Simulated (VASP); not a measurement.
A cell of CdTe (zinc blende) near equilibrium:

```yaml
crystal:
  lattice:
    - [0.00000, 3.27276, 3.27276]
    - [3.27276, 0.00000, 3.27276]
    - [3.27276, 3.27276, 0.00000]
  atoms:
    - { symbol: Cd, position: [0.00000, 0.00000, 0.00000] }
    - { symbol: Te, position: [0.25000, 0.25000, 0.25000] }
```

Computed with r2SCAN meta-GGA, VASP's PBE PAW potentials (set 64) (plane waves; VASP 6.6.1).

Unless said otherwise, spin-orbit coupling is left out, though it shifts the bands of the heavy elements here.

```csv
run,ΔE (meV/atom),σxx,σyy,σzz,"largest shear component, with its sign (GPa)",gap (eV)
as it is,0.0,0.33,0.33,0.33,0.00,1.17
after one change,-0.3,-0.11,-0.11,-0.03,0.00,1.13
```
Stress is in GPa, positive when the cell is compressed; gaps are those on the k-mesh, and 0.00 means metallic.

What was changed between the two runs?
(A) shear strain γ_xy = -3.0 %
(B) isotropic strain of -0.5 %
(C) biaxial strain of +0.5 % in the xy plane
(D) isotropic strain of -1.5 %

C, biaxial strain of +0.5 % in the xy plane

The compound is CdTe in the zinc blende structure.
